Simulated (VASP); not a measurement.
An input for Ansatz (written as the equivalent of a VASP run, and not itself run):

Ansatz 0.2 input:
```yaml
crystal:
  lattice:
    - [0.0000000, 3.0306609, 3.0306609]
    - [3.0306609, 0.0000000, 3.0306609]
    - [3.0306609, 3.0306609, 0.0000000]
  atoms:
    - { symbol: Hg, position: [0.0000000, 0.0000000, 0.0000000] }
    - { symbol: S, position: [0.2500000, 0.2500000, 0.2500000] }
kpoints:
  mp_grid: { grid: [12, 12, 12] }
hamiltonian:
  xc: revpbe
  pseudopotentials: { kind: paw }
scf:
  occupations: { method: tetrahedron }
  max_iter: 100
output: { forces: true, stress: true, eigenvalues: true }
```

Question: Write the VASP files for the same calculation (revPBE).

Answer: Several could match; the one computed here: 
File KPOINTS:
```
Automatic
0
G
12 12 12
```

INCAR:
```
SYSTEM  =  HgS
PREC  =  Accurate; ENCUT  =  520; LREAL  =  F
LASPH  =  T
EDIFF  =  1E-7; NELM  =  100; ALGO  =  Normal
LMAXMIX  =  6
ISMEAR  =  -5
GGA  =  RE
ISIF  =  2
LWAVE  =  F; LCHARG  =  T; LORBIT  =  11
NEDOS  =  601
```

POSCAR:
```
HgS
1
    0.0000000000     3.0306608815     3.0306608815
    3.0306608815     0.0000000000     3.0306608815
    3.0306608815     3.0306608815     0.0000000000
Hg S
1 1
Direct
  0.0000000000   0.0000000000   0.0000000000
  0.2500000000   0.2500000000   0.2500000000
```

POTCAR, in this order: Hg S (PBE.64 set). Program: vasp_std.

Limits of the translation: each code has its own PAW files, so the cut-off isn't converted (ENCUT is set for VASP's; basis.ecutwfc is left out, and Ansatz then takes the one that its files recommend); Ansatz stops its SCF on the density residual and VASP on the energy change (EDIFF).

The compound is HgS in the zinc blende structure, metacinnabar; cinnabar is the stable form. It was relaxed first, which changed the volume by +11 %.
